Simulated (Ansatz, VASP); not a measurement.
## W2SeS3: VASP beside Ansatz

Wanted: the spread between two codes on one cell, functional and k mesh. The cell is generated by rule, not measured, and may not be a known phase. The cell is taken from a series of runs on this material, whose earlier steps may have relaxed, scaled, displaced or heated it; both programs get it as it stands. Other levels of theory on this material are compared in a session of their own.

Method: plane waves, with VASP 6.6.1 beside it; single point at PBEsol, spin-orbit coupling, in Ansatz 0.2.0.

The structure was built from a prototype and need not be the compound's stable phase.

### Step 1. The starting structure

The structure is trigonal, space group P3m1 (No. 156). The conventional cell has a = 3.149 Å, b = 3.149 Å, c = 11.891 Å, α = 90.00°, β = 90.00°, γ = 120.00°. Nearest to W lie 6 S at 2.39 to 2.40 Å. Nearest to W lie 3 S at 2.39 Å and 3 Se at 2.50 Å. Nearest to S lie 3 W at 2.39 Å. Nearest to S lie 3 W at 2.40 Å. Nearest to Se lie 3 W at 2.50 Å. It derives from S1Se1W1. Farther neighbours and most contacts between anions are not listed.

### Step 2. Ansatz: single point, PBEsol, spin-orbit coupling

Ansatz runs on its PAW fully relativistic soft_1 files.

A single point gives forces, pressure and levels at one fixed geometry, so differences don't come from the geometry; what else differs is listed under the comparison.

File input.yaml:

```yaml
crystal:
  lattice:
    - [3.1485037122, 0.0, 0.0]
    - [-1.5742518561, 2.7266841987, 0.0]
    - [0.0, 0.0, 11.8906126221]
  atoms:
    - { symbol: W, position: [0.3333333333, 0.6666666667, 0.2442657394] }
    - { symbol: S, position: [0.6666666667, 0.3333333333, 0.3753229058] }
    - { symbol: S, position: [0.6666666667, 0.3333333333, 0.1130437893] }
    - { symbol: W, position: [0.0, 0.0, 0.7567213129] }
    - { symbol: S, position: [0.3333333333, 0.6666666667, 0.8867353237] }
    - { symbol: Se, position: [0.3333333333, 0.6666666667, 0.6119396598] }
kpoints:
  mp_grid: { grid: [12, 12, 2] }
  band_path:
    path:
      - [0.0, 0.0, 0.0]
      - [0.5, 0.0, 0.0]
      - [0.33333333, 0.33333333, 0.0]
      - [0.0, 0.0, 0.5]
      - [0.5, 0.0, 0.5]
      - [0.33333333, 0.33333333, 0.5]
      - [0.1666666667, 0.1666666667, 0.0]
    npoints: 1
hamiltonian:
  xc: pbesol
  pseudopotentials: { kind: paw_fr, azcp: { folder: soft_1 }, xc_functional: pbe }
scf:
  occupations: { method: fermi_dirac, width: 0.02 }
  n_extra_bands: 12
magnetization:
  noncollinear: true
  spin_orbit: true
output:
  eigenvalues: true
  forces: true
  stress: true
```

Launch:

```bash
ansatz run input.yaml --threads 2 --pin off --max-ram 92160MiB --backend cuda --events-out ev --progress --plain --runs-dir out --devices 1 --max-vram 13GiB
```

Numbers of over 12 decimals in the logs are rounded to 6 here.

The log of the run:

```text
scf.n_extra_bands = 12 over 62 filled bands (N_el = 62.0): the run solves 74 bands
GPUs: using 1 of 1 available (devices: 1).
Engine: ansatz 0.2.0, x86_64-unknown-linux-gnu
Pseudopotentials: kind: paw_fr
Pseudopotential: W, paw, valence charge 14, recommended cutoff 420 eV (normal), soft_1/W.paw.azcp
Pseudopotential: S, paw, valence charge 6, recommended cutoff 420 eV (normal), soft_1/S.paw.azcp
Pseudopotential: Se, paw, valence charge 16, recommended cutoff 420 eV (normal), soft_1/Se.paw.azcp
Functional definition: PBEsol
  exchange = pbesol_x
  correlation = pbesol_c
non-collinear run that drives no moment, with spin-orbit: no starting moment large enough to seed its density (crystal.atoms[].spin), no starting occupations that ask for one, no magnetisation constraint and no magnetic field, so the semilocal B_xc is pinned to zero
device memory: the entry about to start is reckoned to put 4.2 GiB on a device that reports 36.7 GiB free (of which the cap on the GPU budget leaves the run 13.0 GiB)
GPU FFT provider: cuFFT
GPU libraries: cuBLAS 13.8.2, cuFFT 12.4.0, cuSOLVER 12.3.4
Crystal: 6 atoms, lattice volume = 102.081 Å³
Basis set: ecut = 420 eV, 1971 PW (Γ), exchange–correlation on 48×48×160 points (8 copies of the dense FFT grid, shifted against one another)
Bands: 74, of which v1, the nominal top of the filled ones, is band 62 counted from 1 (61 counted from 0)
Symmetry: 6 space group operations + 6 with time reversal
Magnetic group: BNS 156.50 (UNI 1280), of the structure as read, at distance tolerance 4.7e-5 Å
k-points: 38 of 288 (time reversal used)
Projection manifold: j_resolved (fully-relativistic pseudo-atomic orbitals)
Non-local potential: W, projectors of the file, resolved by j, l = 0: 3, l = 1: 4, l = 2: 4, l = 3: 2
Non-local potential: S, projectors of the file, resolved by j, l = 0: 2, l = 1: 4, l = 2: 2
Non-local potential: Se, projectors of the file, resolved by j, l = 0: 2, l = 1: 4, l = 2: 6, l = 3: 2
PAW form: soft (Blöchl's): semilocal exchange-correlation on the pseudo side does not see the compensation charge
PAW frozen core: W, regenerated for the run's functional, and the local potential with it (the file was generated under x = pbe(κ = 0.804, μ = 0.219515), c = pbe(β = 0.066725))
PAW frozen core: S, regenerated for the run's functional, and the local potential with it (the file was generated under x = pbe(κ = 0.804, μ = 0.219515), c = pbe(β = 0.066725))
PAW frozen core: Se, regenerated for the run's functional, and the local potential with it (the file was generated under x = pbe(κ = 0.804, μ = 0.219515), c = pbe(β = 0.066725))
PAW one-centre angular grid: W, 590 points (default); XC on 64 Gauss nodes
PAW one-centre angular grid: S, 110 points (default); XC on 64 Gauss nodes
PAW one-centre angular grid: Se, 590 points (default); XC on 64 Gauss nodes
Initial density: superposition of atomic densities (chi_scale 0.1, normalization cell, long waves kept (reshape's long-wave potential 0.08 eV rms))
Initial wavefunctions: pseudopotential atomic-orbital guess
GPU buffer pool allocated for 46080 grid points (all kernels)
GPU transforms: local potential and band sums: pruned to the plane-wave sphere, on 24×24×80
Functional: x = pbesol(κ = 0.804, μ = 0.123457), c = pbesol(β = 0.046)
SCF iter   1: F=—  HF=-28648.447013 eV  |F-HF|=—  |Δ(HF+E_count)|=         —  Δρ=4.23e-2  dr2=4.92e0  dr2_m=0.00e0 (ungated)  ethr=3.10e-3  |M|=0.00e0 ∫|m|=0.00e0 μB  |m|>n=0.0e0 m-floor=0.0e0 τ_xc=0.0e0  β_m=0.30  ⟨swp⟩=7.8  Hψ=14904  notcnv=0
preconditioner: auto → Resta (q_TF=auto, 2.511 Å⁻¹)  ε∞=7.6  [insulator: Δε(μ)=0.554 eV  Ē_g=8.573 eV  σ=0.020 eV  W_gap=1.00  n_scr=26 (ndim 8)  ℏωp=22.1 eV  f_vac=0.000  D(μ)=0.00/eV (n_scr^D=0)  ε∞_Penn≈7.6]
spin=Noncollinear: Resta preconditioning applied to the charge; magnetization (m_x, m_y, m_z) channels mix plain (no charge-response kernel on spin).
SCF iter   2: F=—  HF=-28647.847991 eV  |F-HF|=—  |Δ(HF+E_count)|=   5.99e-1  Δρ=3.12e-2  dr2=2.11e0  dr2_m=0.00e0 (ungated)  ethr=3.10e-3  |M|=0.00e0 ∫|m|=0.00e0 μB  |m|>n=0.0e0 m-floor=0.0e0 τ_xc=0.0e0  β_m=0.61  ⟨swp⟩=2.1  Hψ=3482  notcnv=0  defer=208
SCF iter   3: F=—  HF=-28647.326462 eV  |F-HF|=—  |Δ(HF+E_count)|=   5.22e-1  Δρ=7.41e-3  dr2=1.20e-1  dr2_m=0.00e0 (ungated)  ethr=3.10e-3  |M|=0.00e0 ∫|m|=0.00e0 μB  |m|>n=0.0e0 m-floor=0.0e0 τ_xc=0.0e0  β_m=0.62  ⟨swp⟩=2.8  Hψ=4037  notcnv=0  defer=208
SCF iter   4: F=—  HF=-28647.309740 eV  |F-HF|=—  |Δ(HF+E_count)|=   1.67e-2  Δρ=3.32e-3  dr2=1.21e-2  dr2_m=0.00e0 (ungated)  ethr=1.94e-4  |M|=0.00e0 ∫|m|=0.00e0 μB  |m|>n=0.0e0 m-floor=0.0e0 τ_xc=0.0e0  β_m=0.81  ⟨swp⟩=3.6  Hψ=5260  notcnv=0  defer=205
SCF iter   5: F=—  HF=-28647.309967 eV  |F-HF|=—  |Δ(HF+E_count)|=   2.27e-4  Δρ=1.20e-3  dr2=3.11e-3  dr2_m=0.00e0 (ungated)  ethr=1.96e-5  |M|=0.00e0 ∫|m|=0.00e0 μB  |m|>n=0.0e0 m-floor=0.0e0 τ_xc=0.0e0  β_m=0.74  ⟨swp⟩=2.4  Hψ=4729  notcnv=0  defer=205
SCF iter   6: F=—  HF=-28647.309886 eV  |F-HF|=—  |Δ(HF+E_count)|=   8.07e-5  Δρ=4.54e-4  dr2=3.88e-4  dr2_m=0.00e0 (ungated)  ethr=5.02e-6  |M|=0.00e0 ∫|m|=0.00e0 μB  |m|>n=0.0e0 m-floor=0.0e0 τ_xc=0.0e0  β_m=0.87  ⟨swp⟩=2.1  Hψ=4964  notcnv=0  defer=205
SCF iter   7: F=—  HF=-28647.309858 eV  |F-HF|=—  |Δ(HF+E_count)|=   2.77e-5  Δρ=1.88e-4  dr2=6.81e-5  dr2_m=0.00e0 (ungated)  ethr=6.26e-7  |M|=0.00e0 ∫|m|=0.00e0 μB  |m|>n=0.0e0 m-floor=0.0e0 τ_xc=0.0e0  β_m=0.81  ⟨swp⟩=3.1  Hψ=5834  notcnv=0  defer=205
SCF iter   8: F=—  HF=-28647.309881 eV  |F-HF|=—  |Δ(HF+E_count)|=   2.28e-5  Δρ=6.33e-5  dr2=6.20e-6  dr2_m=0.00e0 (ungated)  ethr=1.10e-7  |M|=0.00e0 ∫|m|=0.00e0 μB  |m|>n=0.0e0 m-floor=0.0e0 τ_xc=0.0e0  β_m=0.81  ⟨swp⟩=2.0  Hψ=4925  notcnv=0  defer=205
SCF iter   9: F=—  HF=-28647.309882 eV  |F-HF|=—  |Δ(HF+E_count)|=   6.02e-7  Δρ=2.19e-5  dr2=6.14e-7  dr2_m=0.00e0 (ungated)  ethr=9.99e-9  |M|=0.00e0 ∫|m|=0.00e0 μB  |m|>n=0.0e0 m-floor=0.0e0 τ_xc=0.0e0  β_m=0.90  ⟨swp⟩=2.0  Hψ=4819  notcnv=0  defer=205
SCF iter  10: F=-28647.309882 eV  HF=-28647.309882 eV  |F-HF|=1.20e-8  |Δ(HF+E_count)|=   4.74e-7  Δρ=7.15e-6  dr2=7.06e-8  dr2_m=0.00e0 (ungated)  ethr=1.61e-10  |M|=0.00e0 ∫|m|=0.00e0 μB  |m|>n=0.0e0 m-floor=0.0e0 τ_xc=0.0e0  ⟨swp⟩=12.9  Hψ=14222  notcnv=0
SCF 1 converged in 10 iterations: F = -28647.309882 eV  dr2 = 7.06e-8
  greatest PAW one-centre occupation: 0.999 electrons in one spin orbital (limit 2), on the Se atom at site 5 (counted from 0), in its partial waves of l = 2
device memory: the entry about to start is reckoned to put 2.6 GiB on a device that reports 36.3 GiB free (of which the cap on the GPU budget leaves the run 13.0 GiB)
NSCF: frozen V_eff on 7 k-points
SCF converged after 10 iterations
Magnetization: |M| = 0.0000 μB,  M = (+0.0000, +0.0000, +0.0000) μB
Absolute magnetization: 0.0000 μB (∫|m|)
  site 0: m = (+0.0000, +0.0000, +0.0000) μB, |m| = 0.0000 μB  (R = 0.99 Å)
  site 1: m = (+0.0000, +0.0000, +0.0000) μB, |m| = 0.0000 μB  (R = 0.99 Å)
  site 2: m = (+0.0000, +0.0000, +0.0000) μB, |m| = 0.0000 μB  (R = 0.99 Å)
  site 3: m = (+0.0000, +0.0000, +0.0000) μB, |m| = 0.0000 μB  (R = 0.98 Å)
  site 4: m = (+0.0000, +0.0000, +0.0000) μB, |m| = 0.0000 μB  (R = 0.98 Å)
  site 5: m = (+0.0000, +0.0000, +0.0000) μB, |m| = 0.0000 μB  (R = 1.03 Å)
Free energy (F): -28647.309882 eV
Harris-Foulkes:  -28647.309882 eV  (|F-HF|=1.20e-8)
Internal energy: -28647.309882 eV  (E = F + TS)
E sigma→0 (E₀):  -28647.309882 eV
Entropy (-TS):   -0.000000 eV (-0.000 meV/atom)
Fermi energy:    13.699205 eV
--- Per-component energies (eV) ---
  E_band       = -648.875941
  E_kinetic    = 1278.980108
  E_local      = -6200.184346  (includes V_loc(G=0)·N_el)
  E_nonlocal   = -300.182929
  E_hartree    = 2961.812919
  E_xc         = -884.090101
  E_vxc        = -805.279627  (∫ρ·V_xc dr)
  E_paw        = -20806.841008  (= ΣΔE_a)
  E_vpaw       = -545.840784  (= ΣTr[D̂ρ^β])
  E_aug_tail   = -0.000054  (compensation charges beyond the density's cutoff)
  E_ewald      = -4698.456616
  E_core_change = 1.652146  (= ΣΔE_core)
  E_smearing   = -0.000000  (= −TS)
  E_closure    = 0.000000  (closes the sum)
  Σ components = -28647.309882   (vs F -28647.309882, Δ=0.00e0)
--- Forces (eV/Å), atoms counted from 1 ---
  atom   1  W      0.00000000     0.00000000     0.00115608
  atom   2  S      0.00000000     0.00000000    -0.01311811
  atom   3  S      0.00000000     0.00000000     0.01457894
  atom   4  W      0.00000000     0.00000000     0.00348288
  atom   5  S      0.00000000     0.00000000    -0.01093515
  atom   6  Se     0.00000000     0.00000000     0.00500077
  max |Σ_I F_I| component: 1.65e-4 eV/Å
--- Stress (GPa, compression-positive) ---
        4.055058      -0.000000      -0.000000
        0.000000       4.055058       0.000000
        0.000000       0.000000       4.278397
  P = ⅓ Tr σ = 4.1295 GPa (41.295 kbar)
--- Band table (eV; the first three rows and the last of 38) ---
  k-point 0: bands = [... 58 lower, 12.2067, 12.2067, 13.4462, 13.4462, 15.2332, 15.2332, 15.2823, 15.2823, ... 8 higher]
  k-point 1: bands = [... 58 lower, 12.9185, 12.9185, 13.2960, 13.2960, 15.2445, 15.2445, 15.2763, 15.2763, ... 8 higher]
  k-point 2: bands = [... 58 lower, 12.2904, 12.3106, 13.1559, 13.1665, 15.1316, 15.1602, 15.3054, 15.3238, ... 8 higher]
  k-point 37: bands = [... 58 lower, 12.1602, 12.5772, 12.6305, 13.0495, 14.2298, 14.2738, 14.7483, 14.8354, ... 8 higher]
```

(Continued in part 2 of 2.)

[Lines on the potential files, build, host, timing and source positions are cut from VASP's logs without a mark.]

[Logs are printed without paths, hosts, clocks, repeated set-up lines and the standing remarks that a program may print on its own settings, such as how far it seeks lower states.]

[Hosts, paths, dates, database ids (printed as entryN), source tags and the programs' standing remarks are cut or masked in the printed files.]
